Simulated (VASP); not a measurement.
**Pb: transverse stress against strain**

Pb (fcc, Fm-3m, 29.928 Å³/atom and stress up to 0.01 GPa in the relaxed cell, cube axes along x, y and z) under an equal strain ε along x and y, with z held. PBEsol in VASP (plane waves, PAW), 480 eV, 16×16×16 Γ-centred mesh, Methfessel-Paxton smearing 0.10 eV. Stress is positive for a compressed cell.

Here s stands for strain and y for stress zz.

```csv
strain (%),stress zz (GPa)
-1.50,1.58
-1.00,1.05
-0.50,0.52
0.00,0.00
0.50,-0.48
1.00,-0.91
1.50,-1.29
3.00,?
```

Task: Fit y against s with a straight line, and predict the withheld value at s = 3.00.

Result: Means: s 0, y 0.067. About the means, the sum of products is -6.7650 and the sum of squares of s is 7.0000; the slope is their ratio. Least squares gives y = 0.067 - 0.9664·s. Residuals (row less fit): 0.063, 0.017, -0.030, -0.067, -0.064, -0.011, 0.093; standard error 0.067 (degrees of freedom: 5). The slope gives the elastic constant 2C12 = about 97 GPa. At the withheld row, y = 0.067 - 0.9664 × 3.0 = -2.832 GPa. The calculation gives -2.18 GPa, 0.652 GPa above the prediction (17.3 % of the range of y in the table). The row lies outside the fitted rows, so this is an extrapolation. From the scatter of the fitted rows alone, a prediction at this place has a standard error of 0.104 GPa, so the miss is 6.3 times that.

A polynomial of degree 2 through the 12 other runs of the series gives -2.30 there, so most of the miss is curvature that the fit leaves out. In a metal these values are sensitive to mesh and smearing; energies are taken to zero smearing, stresses follow the free energy. Spin-orbit coupling is left out, which can shift these values for the heavy elements here. Rows are the converged runs of the series near zero and its far end, less any whose ions stayed unrelaxed beside relaxed ones; series whose fitted rows scatter by over a few per cent of the range, as at a crossing or softening among them, aren't shown in this form. Most that stay on the fit to the last digits aren't either.
